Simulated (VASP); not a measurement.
```xyz
2
Lattice="0.0000 2.2300 2.2300 2.2300 0.0000 2.2300 2.2300 2.2300 0.0000" Properties=species:S:1:pos:R:3 pbc="T T T"
Nb     0.0000     0.0000     0.0000
C      2.2300     2.2300     2.2300
```

Calculation: vdW-DF-cx, VASP's PBE PAW potentials (set 64) (plane waves; VASP). Run with 520 eV cut-off, Gaussian smearing of 0.050 eV, potentials Nb_sv C.

### Question
Give the energies of bands 6 to 11 at the high-symmetry points, in eV from the Fermi level.

### Answer

```tsv
band	Γ	X	U	L	W
6	-1.36	-4.25	-5.21	-7.62	-4.68
7	-1.36	-3.87	-4.24	-5.18	-4.42
8	-1.36	-1.33	-3.53	-5.18	-4.42
9	-0.24	-1.33	-0.34	2.12	1.52
10	-0.24	1.99	2.47	2.12	1.52
11	-0.24	3.23	3.42	3.57	3.24
```

It has no gap at this level: it comes out as a metal or semimetal.

The compound is NbC in the rock salt structure. It was relaxed first. The electron count is odd and the run is not spin-polarised, which forces a metal.
